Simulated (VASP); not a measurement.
Computed with HSE06 screened hybrid, VASP's PBE PAW potentials (set 64) (plane waves; VASP).

VASP ran on this input.

File KPOINTS:
```
Automatic mesh
0
Gamma
1 1 1
0 0 0
```

### POSCAR
```
Ti24O48
10.2488060
  0.9990732330  -0.0171988164   0.0394560450
 -0.0185638212   0.9463881062   0.0168528726
  0.0378304267   0.0172553055   0.9263363084
Ti O
24 48
direct
  0.8356250712   0.0347042414   0.5411049633
  0.3474161443   0.3485635955   0.4084454328
  0.6684029263   0.4375128280   0.8088366985
  0.5802635519   0.2072963176   0.3692828009
  0.2660090282   0.6132804294   0.0287108567
  0.6390938356   0.7094066017   0.6513230645
  0.5458608903   0.3853027978   0.1101758985
  0.1963018580   0.1437517700   0.6781753722
  0.2475515029   0.9410871518   0.1091990633
  0.0139502835   0.8788489231   0.3050868223
  0.2796633845   0.7932068629   0.7018511100
  0.6680569663   0.6441431039   0.2904470949
  0.3826307330   0.4078941009   0.8434858264
  0.0979706172   0.5056314463   0.8040477655
  0.9541792669   0.3395181562   0.6017926843
  0.0588252596   0.8616421791   0.8961476064
  0.5724714814   0.9040118688   0.1166953810
  0.8406759398   0.1763649770   0.1869059113
  0.7733217806   0.0021354223   0.9135795213
  0.4872491777   0.8781497464   0.4842542462
  0.2292198130   0.6843743995   0.3448606388
  0.9871749672   0.4962909234   0.2502045476
  0.0721473601   0.2292412460   0.9796021377
  0.8086597225   0.6445222712   0.9860799238
  0.2867999683   0.5210815881   0.4189414441
  0.8690240485   0.8397322067   0.9150822682
  0.9429991570   0.0524647387   0.2650766089
  0.9397454466   0.3985560165   0.4096336843
  0.2928795922   0.9860844397   0.6690402722
  0.4258597278   0.2772252218   0.2389225723
  0.7781579504   0.0526587951   0.7306644232
  0.4176061877   0.9960698983   0.1186302444
  0.0550160772   0.3022768391   0.7819415477
  0.8399907729   0.5924440424   0.1990687566
  0.7080094585   0.0257222278   0.1347482718
  0.0824035212   0.0437379252   0.8374387212
  0.9829857006   0.1515324774   0.5695566535
  0.0455711281   0.6795019918   0.3488045957
  0.6783606644   0.2843676849   0.1984669345
  0.0991151410   0.7658372854   0.7288159806
  0.6795835023   0.7344931866   0.0992956025
  0.9864737734   0.5920401568   0.9387519346
  0.1883042334   0.9200089351   0.3096679050
  0.3103736133   0.7763593469   0.4949046502
  0.3195439589   0.2562467782   0.7548799685
  0.4157779806   0.5130111786   0.0220727383
  0.4661780804   0.7677598953   0.6777120796
  0.7404509322   0.6349448203   0.7928447074
  0.1653602320   0.5300893638   0.1811853600
  0.3199682765   0.7372976663   0.1666059992
  0.7438792497   0.1488858916   0.4158563641
  0.6574812318   0.8877457136   0.5607891828
  0.2228399823   0.2310474242   0.4983284817
  0.6819907836   0.6240327422   0.4871867448
  0.5549483418   0.8039766951   0.3145636166
  0.1951740199   0.3992787186   0.9507361891
  0.0527228117   0.8541344601   0.1022295383
  0.4746665479   0.0511404056   0.4143559529
  0.5224182351   0.5060531698   0.7280553448
  0.5317844976   0.3135358757   0.9174905119
  0.9777201109   0.3254326065   0.1374510564
  0.9158346217   0.8793027757   0.4854179725
  0.5030551540   0.3247359755   0.4931564837
  0.8876622004   0.1513747844   0.9896519295
  0.6081106503   0.9169315483   0.9211863228
  0.7113378445   0.4711224945   0.9972086352
  0.7894586381   0.3543568652   0.6934321380
  0.1849569412   0.1163830031   0.0638791298
  0.2750775659   0.5892810108   0.8057185622
  0.5474302595   0.5182875736   0.2509876975
  0.0511375174   0.5056556180   0.6231184279
  0.2480623819   0.8198344948   0.9302480502
```

### INCAR
```
SYSTEM  =  Ti24O48
PREC  =  Normal; ENCUT  =  500; LREAL  =  Auto
LASPH  =  .TRUE.; ISYM  =  0
EDIFF  =  1E-5; NELM  =  50; NELMIN  =  4
ALGO  =  Normal; LMAXMIX  =  4
ISMEAR  =  0; SIGMA  =  0.05
GGA  =  PE; LHFCALC  =  .TRUE.; AEXX  =  0.25
HFSCREEN  =  0.2; PRECFOCK  =  Fast
LWAVE  =  .FALSE.; LCHARG  =  .FALSE.; LORBIT  =  11
NEDOS  =  601
```

POTCAR, in this order: Ti O (PBE.64 set). Program: vasp_gam. Read from the step before: WAVECAR.

Output

### OUTCAR
```
 ion  position               nearest neighbor table
   1  0.836  0.035  0.541-  62 1.82  31 1.87  37 1.90  51 1.92  52 2.27
   2  0.347  0.349  0.408-  25 1.81  53 1.82  63 1.86  30 1.91   4 2.80
   3  0.668  0.438  0.809-  67 1.82  59 1.87  66 1.91  60 2.01  48 2.02  13 2.92   6 3.02   7 3.05
                            24 3.06
   4  0.580  0.207  0.369-  63 1.82  58 1.85  51 1.87  39 1.95  30 2.20   2 2.80   7 3.01  18 3.09
 Subroutine IBZKPT returns following result:
 Found      1 irreducible k-points:

 Following reciprocal coordinates:
            Coordinates               Weight
  0.000000  0.000000  0.000000      1.000000
 Subroutine IBZKPT_HF returns following result:
   k-points           NKPTS =      1   k-points in BZ     NKDIM =      1   number of bands    NBANDS=    232
   number of dos      NEDOS =    601   number of ions     NIONS =     72
   total plane-waves  NPLWV = 163296
   dimension x,y,z NGX =    56 NGY =   54 NGZ =   54
   dimension x,y,z NGXF=   112 NGYF=  108 NGZF=  108
   ions per type =              24  48
   PREC   = normal    normal or accurate (medium, high low for compatibility)
   ISTART =      1    job   : 0-new  1-cont  2-samecut
   ICHARG =      0    charge: 1-file 2-atom 10-const
   ISPIN  =      1    spin polarized calculation?
   LNONCOLLINEAR =      F non collinear calculations
   LSORBIT =      F    spin-orbit coupling
...
```

**OSZICAR**
```
       N       E                     dE             d eps       ncg     rms          rms(c)
DAV:   1    -0.771190087444E+03   -0.77119E+03   -0.57460E+01   480   0.263E+01    0.217E+01
DAV:   2    -0.767280557665E+03    0.39095E+01   -0.13796E+01   504   0.121E+01    0.572E+00
DAV:   3    -0.767728949550E+03   -0.44839E+00   -0.43919E+00   632   0.564E+00    0.394E+00
DAV:   4    -0.767479351507E+03    0.24960E+00   -0.12734E+00   624   0.302E+00    0.101E+00
DAV:   5    -0.767531837549E+03   -0.52486E-01   -0.21192E-01   552   0.103E+00    0.898E-01
DAV:   6    -0.767515631754E+03    0.16206E-01   -0.93764E-02   576   0.894E-01    0.389E-01
DAV:   7    -0.767518963539E+03   -0.33318E-02   -0.19055E-02   608   0.332E-01    0.290E-01
DAV:   8    -0.767517971494E+03    0.99205E-03   -0.94251E-03   640   0.267E-01    0.114E-01
DAV:   9    -0.767518102626E+03   -0.13113E-03   -0.23730E-03   576   0.128E-01    0.709E-02
DAV:  10    -0.767518081972E+03    0.20655E-04   -0.86065E-04   624   0.829E-02    0.528E-02
DAV:  11    -0.767518081714E+03    0.25754E-06   -0.33175E-04   624   0.510E-02    0.246E-02
DAV:  12    -0.767518089385E+03   -0.76707E-05   -0.11780E-04   616   0.309E-02    0.165E-02
DAV:  13    -0.767518088169E+03    0.12158E-05   -0.44865E-05   400   0.207E-02
   1 F= -.76751809E+03 E0= -.76751809E+03  d E =-.214186E-11
```

File OUTCAR:
```
------------------------ aborting loop because EDIFF is reached ----------------------------------------
  volume of cell :      940.70
      direct lattice vectors                 reciprocal lattice vectors
    10.239307745 -0.176267333  0.404377351     0.097856423  0.001991323 -0.004033428
    -0.190257002  9.699348102  0.172721822     0.001854966  0.103171670 -0.001997582
     0.387716704  0.176846278  9.493841116    -0.004201810 -0.001961824  0.105539585
 POSITION                                       TOTAL-FORCE (eV/Angst)
 -----------------------------------------------------------------------------------
      8.75941      0.28501      5.48107         0.235588     -0.104471      0.024442
      3.64935      3.39183      4.07841        -0.098864     -0.006063      0.208321
      7.07434      4.26881      8.02482        -0.034208      0.060551     -0.044304
      6.04523      1.97366      3.77636        -0.029766     -0.186473      0.381245
      2.61820      5.90661      0.48607         0.289350     -0.333791      0.339510
      6.66144      6.88331      6.56452        -0.191796      0.021044     -0.332072
      5.55865      3.66045      1.33328        -0.022086      0.019559      0.156936
      2.24559      1.47963      6.54270         0.375768     -0.058299     -0.134874
      2.39805      9.10361      1.29937         0.199556      0.219433      0.175964
      0.09392      8.57576      3.05388         0.244055      0.160425      0.153730
      2.98477      7.76841      6.91336        -0.092257      0.275888     -0.097268
      6.83050      6.18138      3.13886        -0.455853     -0.196133     -0.086602
      4.16730      4.03803      8.23310         0.117711     -0.131663     -0.004589
      1.21869      5.02922      7.76045        -0.093989      0.011262     -0.166326
      9.93886      3.23134      6.15781        -0.032545      0.102772     -0.129286
      0.78585      8.50548      8.68050        -0.064481      0.157961     -0.185414
      5.73496      8.68805      1.49552         0.217702      0.195642     -0.302509
      8.64685      1.59550      2.14487         0.234137     -0.466142     -0.109531
      8.27208      0.04596      8.98646        -0.160640     -0.147798     -0.332576
      5.00977      8.51723      4.94614         0.323000      0.195955     -0.307946
      2.35055      6.65857      3.48495         0.019049     -0.282447     -0.037614
     10.11057      4.68394      2.86031        -0.122785     -0.128318      0.395968
      1.07493      2.38401      9.36896         0.184290     -0.169736      0.144321
      8.53981      6.28329      9.80001        -0.110149      0.072729      0.020856
      2.99992      5.07769      4.18334         0.064998     -0.089078     -0.312562
      9.09323      8.15350      9.18410         0.166814     -0.007156      0.109786
      9.74845      0.38953      2.90698        -0.320693      0.177743     -0.173214
      9.70534      3.77253      4.33785         0.198651      0.195010     -0.195086
      3.07067      9.63107      6.64051        -0.384519     -0.144206      0.065907
      4.40040      2.65609      2.48838         0.422406      0.366129      0.227753
      8.24107      0.50281      7.26058         0.206307     -0.187212      0.244504
      4.13248      9.60860      1.46717        -0.128637     -0.450509     -0.028481
      0.80899      3.06047      7.49809         0.018566      0.226218      0.080700
      8.56539      5.63346      2.33193        -0.011451     -0.075706     -0.006984
      7.29688      0.14852      1.57002        -0.172731     -0.229940     -0.228914
      1.16012      0.55780      7.99139         0.087099     -0.259098      0.026071
     10.25709      1.39722      5.83095        -0.304902      0.239766      0.059284
      0.47257      6.64438      3.44729         0.461045      0.193249     -0.226291
      6.96879      2.67371      2.20764        -0.258385     -0.092449      0.043253
      1.15174      7.53954      7.09162         0.452828      0.207102      0.471337
      6.85722      7.02188      1.34437         0.050214     -0.159895      0.098397
     10.35214      5.73454      9.41353         0.016995     -0.086373     -0.207485
      1.87313      8.94506      3.17499        -0.435220     -0.300592     -0.449871
      3.22219      7.56299      4.95815         0.052497      0.067917      0.124433
      3.51584      2.56260      7.34019        -0.229307      0.200853     -0.023354
      4.16823      4.90649      0.46629        -0.381704     -0.044424     -0.269096
      4.89003      7.48445      6.75521         0.236298      0.108409     -0.364811
      7.76830      6.16825      7.93623        -0.201393     -0.238743     -0.006969
      1.66257      5.14442      1.87857        -0.046218      0.394523     -0.133242
      3.20057      7.12437      1.83847        -0.364056     -0.127642      0.086296
      7.74972      1.38652      4.27460        -0.175023     -0.015532     -0.071621
      6.78068      8.59384      5.74325        -0.365357     -0.346548     -0.085717
      2.43098      2.28986      4.86107         0.363892      0.191569      0.239209
      7.05328      6.01866      5.00884        -0.239596      0.338998      0.005201
      5.65129      7.75586      3.34969         0.035548      0.105760      0.322566
      2.29110      4.00647      9.17403        -0.124212      0.007621     -0.291594
      0.41698      8.29333      1.13940         0.289255      0.135218     -0.018500
      5.01118      0.48564      4.13461         0.387156     -0.156516      0.160531
      5.53520      4.94505      7.21070         0.263505     -0.269315      0.397099
      5.74118      3.10961      8.97971        -0.054175      0.572116      0.128916
     10.00255      3.00845      1.75652        -0.141717     -0.303832     -0.016426
      9.39842      8.45308      5.13070         0.001094      0.546434     -0.364801
      5.28036      3.14827      4.94146        -0.156891     -0.305850     -0.652395
      9.44395      1.48679      9.78069         0.007180     -0.028174      0.478193
      6.40934      8.94936      9.14988         0.368980      0.184083      0.617018
      7.58061      4.62055      9.83636        -0.216883      0.126167     -0.272211
      8.28495      3.42051      6.96378         0.064969      0.263501      0.109546
      1.89646      1.10753      0.70135        -0.326403      0.016079     -0.193998
      3.01688      5.80964      7.86238        -0.259753     -0.056195      0.113297
      5.60401      4.97494      2.69373         0.542103      0.175848     -0.052734
      0.66900      5.00571      6.02380        -0.065605     -0.352989      0.692070
      2.74468      8.07265      9.07354        -0.324355      0.005773      0.014606
 -----------------------------------------------------------------------------------
    total drift:                               -0.186951      0.303238      0.131101
  FREE ENERGIE OF THE ION-ELECTRON SYSTEM (eV)
  ---------------------------------------------------
  free  energy   TOTEN  =      -767.5180881691 eV

  energy  without entropy=     -767.5180881691  energy(sigma->0) =     -767.51808817

  exchange ACFDT corr.  =         0.00000000  see jH, gK, PRB 81, 115126

 total charge

# of ion       s       p       d       tot
------------------------------------------
    1        0.578   0.996   2.647   4.222
    2        0.605   1.028   2.811   4.444
    3        0.587   1.046   2.736   4.370
    4        0.596   1.061   2.751   4.408
    5        0.550   0.945   2.592   4.086
    6        0.571   0.993   2.674   4.238
    7        0.566   1.074   2.506   4.145
    8        0.548   0.957   2.542   4.046
    9        0.552   1.016   2.545   4.113
   10        0.587   1.061   2.660   4.308
   11        0.559   1.057   2.530   4.145
   12        0.590   1.040   2.672   4.303
   13        0.536   1.000   2.531   4.067
   14        0.564   0.995   2.679   4.238
   15        0.582   1.033   2.638   4.253
   16        0.586   1.044   2.643   4.272
...
```
(Selected blocks of OUTCAR.)
